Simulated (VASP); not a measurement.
Data:

```xyz
8
Lattice="4.9635 0.0000 0.0000 0.0000 4.9635 0.0000 0.0000 0.0000 28.9317" Properties=species:S:1:pos:R:3 pbc="T T T"
K      4.9635     2.4818     9.2385
K      2.4818     0.0000    12.7055
K      4.9635     2.4818    16.2261
K      2.4818     0.0000    19.6931
I      4.9635     2.4818    12.7027
I      2.4818     4.9635     9.1772
I      0.0000     2.4818    19.7545
I      2.4818     4.9635    16.2290
```

All values below come from PBEsol GGA, VASP's PBE PAW potentials (set 64) (plane waves; VASP). Settings: PREC = Normal, 400 eV cut-off, 4×4×1 Γ-centred mesh, Gaussian smearing of 0.050 eV, potentials K_sv I.

Unless said otherwise, spin-orbit coupling is left out, though it shifts the bands of the heavy elements here.

### Question
Estimate the energy per atom (σ→0), band gap (on the k-mesh) with the smallest direct gap where there is one.

### Answer

```yaml
band gap (on the k-mesh): 3.95 eV
smallest direct gap (on the k-mesh): 3.95 eV
energy per atom (σ→0): -2871 meV/atom
```

The cell is a thin slab with vacuum, built from KI (rock salt): (100) face.
